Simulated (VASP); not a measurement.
ZrB2, 3 atoms in the cell. It takes space group P6/mmm (No. 191, hexagonal). The conventional cell has a = 3.167 Å, b = 3.167 Å, c = 3.531 Å, α = 90.00°, β = 90.00°, γ = 120.00°. Around Zr (site symmetry 6/mmm) lie 12 B at 2.54 Å. Around B (site symmetry -6m2) lie 3 B at 1.83 Å. The cell was built by a generator and needn't be a form met in nature.

| Quantity | Value |
| --- | --- |
| Program | VASP 6.6.1 |
| Task | electric field gradients |
| Functional | PBE |
| Potentials or basis | VASP PAW PBE potentials, release 64 (Zr_sv, B) |
| Cutoff | 520 eV |
| k mesh | 18 × 18 × 12 |
| Occupations | gaussian, width 0.1 eV |
| Spin | no spin polarisation |
| Dipole correction | no |
| Further INCAR settings | ALGO = Fast; EDIFF = 1e-08; NBANDS = 16 |

Potentials or basis: VASP PAW PBE potentials, release 64 (Zr_sv, B).

The run is started by

```sh
$ cat potpaw_PBE.64/Zr_sv/POTCAR potpaw_PBE.64/B/POTCAR > POTCAR
$ mpirun -np 1 vasp_std > vasp.out
```

Hardware: 1 thread of Intel(R) Xeon(R) Platinum 8259CL CPU @ 2.50GHz (Skylake/Cascade Lake), on a shared host.

Task: Estimate the wall time of this run.

Result: Run time: 4.5 min on 1 thread of Intel(R) Xeon(R) Platinum 8259CL CPU @ 2.50GHz (Skylake/Cascade Lake), on a shared host, peak memory 0.24 GiB. Counts: scf iterations 41, k points 259.
